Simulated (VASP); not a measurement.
# CeO2 (space group Fm-3m): computed properties

Level of theory: SCAN meta-GGA, VASP's PBE PAW potentials (set 64) (plane waves; VASP).

| Item | Value |
|---|---|
| space group | Fm-3m (225) |
| cell | a = b = c = 5.4206 Å, α = β = γ = 90.00° |
| volume per atom | 13.27 Å³/atom |
| band gap (over mesh and band path) | 2.24 eV |
| smallest direct gap (over mesh and band path) | 2.32 eV |
| cell moment | 0.00 μB |
| density | 7.18 g/cm³ |

```xyz
3
Lattice="0.0000 2.7103 2.7103 2.7103 0.0000 2.7103 2.7103 2.7103 0.0000" Properties=species:S:1:pos:R:3 pbc="T T T"
Ce     0.0000     0.0000     0.0000
O      1.3552     1.3552     1.3552
O      4.0655     4.0655     4.0655
```

The structure comes from a measured CeO2 entry (Fm-3m) of the Crystallography Open Database, whose conditions weren't checked. It was relaxed first. Symmetry was kept, so distortions that lower it aren't found.
